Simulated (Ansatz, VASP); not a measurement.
# Two plane-wave programs on KNaICl

The input INCAR:

```
SYSTEM = KNaICl
  PREC = Accurate
  ENCUT = 520
  EDIFF = 1E-6
  ISMEAR = 0
  SIGMA = 0.05
  LREAL = .False.
  LASPH = .True.
  NELM = 60
  ALGO = Normal
  ISIF = 2
  LWAVE = .False.
  LCHARG = .False.
  GGA = CA
  NBANDS = 23
```

KPOINTS

```
regular mesh
0
Gamma
  6 6 4
  0 0 0
```

Contents of POSCAR:

```
KNaICl
1.0
    3.6075739856      0.0000000000      0.0000000000
    0.0000000000      4.5580725208      0.0000000000
    0.0000000000      0.0000000000      7.2143603490
K Na I Cl
1 1 1 1
Direct
    0.5000000000      0.5000000000      0.5000000000
    0.0000000000      0.0000000000      0.0000000000
    0.5000000000      0.5000000000      0.0000000000
    0.0000000000      0.0000000000      0.5000000000
```

Input for Ansatz:

```yaml
crystal:
  lattice:
    - [3.6075739856, 0.0, 0.0]
    - [0.0, 4.5580725208, 0.0]
    - [0.0, 0.0, 7.214360349]
  atoms:
    - { symbol: K, position: [0.5, 0.5, 0.5] }
    - { symbol: Na, position: [0.0, 0.0, 0.0] }
    - { symbol: I, position: [0.5, 0.5, 0.0] }
    - { symbol: Cl, position: [0.0, 0.0, 0.5] }
basis:
  ecutwfc: 520.0
kpoints:
  mp_grid: { grid: [6, 6, 4] }
hamiltonian:
  xc: lda
  pseudopotentials: { kind: paw }
scf:
  occupations: { method: gaussian, width: 0.05 }
output:
  forces: true
  stress: true
  eigenvalues: true
```

Change from the starting cell: strain +e along x and -e along y -0.1100, strain +e along z and -e/2 along x and y +0.1100.

Alike in both runs: task single point; functional LDA; k mesh 6 × 6 × 4; occupations gaussian, width 0.05 eV; no spin polarisation.

```csv
,VASP,Ansatz
version,VASP 6.6.1,Ansatz 0.2.0
potentials or method,"VASP PAW LDA potentials, release 64 (K_sv, Na_pv, I, Cl)","scalar-relativistic, plane waves, PAW"
plane-wave cutoff (eV),520,520
valence electrons in the cell,30,42
```

|  | VASP | Ansatz | Ansatz less VASP |
| --- | --- | --- | --- |
| gap on the k mesh at the Fermi level (eV) | 2.48 | 2.48 | -0.002 |
| least direct gap on the mesh (eV) | 2.50 | 2.50 | -0.001 |
| pressure (GPa) | 2.6 | 2.5 | -0.08 |
| largest component of the traceless stress (GPa) | 5.34 | 5.32 | -0.021 |

The two sets of potentials don't hold the same shells in valence.

Caveats: spin-orbit coupling is left out, which moves the levels of the heavy elements. A k mesh can miss the band edges.
